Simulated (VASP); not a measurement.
Crystal: NiMoIrPdW.

```xyz
5
Lattice="2.7608 0.0000 0.0000 -1.3804 2.3909 0.0000 0.0000 0.0000 11.3405" Properties=species:S:1:pos:R:3 pbc="T T T"
Ni    0.0000    0.0000    8.0423
Mo    1.3804    0.7970    3.3369
Pd    1.3804    0.7970   10.1952
Ir    0.0000    0.0000    1.2025
W     1.3804    0.7970    6.0015
```

The cell was built by a generator and needn't be a form met in nature.

| Quantity | Value |
| --- | --- |
| Program | VASP 6.6.1 |
| Task | relaxation of cell and atoms |
| Functional | vdW-DF-cx |
| Potentials or basis | VASP PAW PBE potentials, release 64 (Ni, Mo_sv, Pd, Ir, W_sv) |
| Cutoff | 600 eV |
| k mesh | 11 × 11 × 3 |
| Occupations | fermi-dirac, width 0.05 eV |
| Spin | collinear spin, ferromagnetic start |
| Starting moments | [1.0, 1.0, 0.0, 0.6, 0.0] μB |

At the start: pressure -6.9 GPa; volume 14.97 Å³/atom.

Question: Where does the relaxation end?

Answer: Over 17 steps the energy falls by 11.3 meV/atom and the volume is 14.50 Å³/atom (-3.1 %); space group P3m1 (No. 156, to 0.05 Å); moment 0.00 μB per cell.

The path:
| step | energy change (eV) | largest force (eV/Å) | pressure (GPa) | volume (Å³) |
| --- | --- | --- | --- | --- |
| 1 | 0.0000 | 0.2509 | -6.93 | 74.86 |
| 2 | 0.2099 | 0.7110 | 19.63 | 68.06 |
| 3 | -0.0498 | 0.4080 | 0.13 | 72.70 |
| 4 | -0.0498 | 0.4099 | 0.00 | 72.66 |
| 5 | 0.0123 | 0.5683 | 9.00 | 70.34 |
| 6 | -0.0498 | 0.4155 | 0.37 | 72.61 |
| 7 | -0.0553 | 0.1085 | 0.24 | 72.47 |
| 8 | -0.0555 | 0.0785 | 0.28 | 72.49 |
| 9 | -0.0561 | 0.0545 | -0.50 | 72.70 |
| 10 | -0.0561 | 0.0556 | -0.55 | 72.68 |
| 11 | -0.0565 | 0.0386 | -0.28 | 72.63 |
| 12 | -0.0566 | 0.0355 | -0.09 | 72.57 |
| 13 | -0.0566 | 0.0323 | -0.06 | 72.58 |
| 14 | -0.0566 | 0.0318 | -0.09 | 72.59 |
| 15 | -0.0567 | 0.0201 | -0.17 | 72.56 |
| 16 | -0.0566 | 0.0148 | 0.21 | 72.47 |
| 17 | -0.0567 | 0.0117 | 0.08 | 72.52 |

Final structure:
```xyz
5
Lattice="2.7333 0.0000 0.0000 -1.3666 2.3671 0.0000 0.0000 0.0000 11.2083" Properties=species:S:1:pos:R:3 pbc="T T T"
Ni   -1.3666    2.3671    7.9610
Mo    1.3666    0.7890    3.3118
Pd    1.3666    0.7890   10.0692
Ir   -1.3666    2.3671    1.1642
W     1.3666    0.7890    5.9369
```

Caveat: the PAW data sets were made with another functional, which shifts forces and pressure a little.
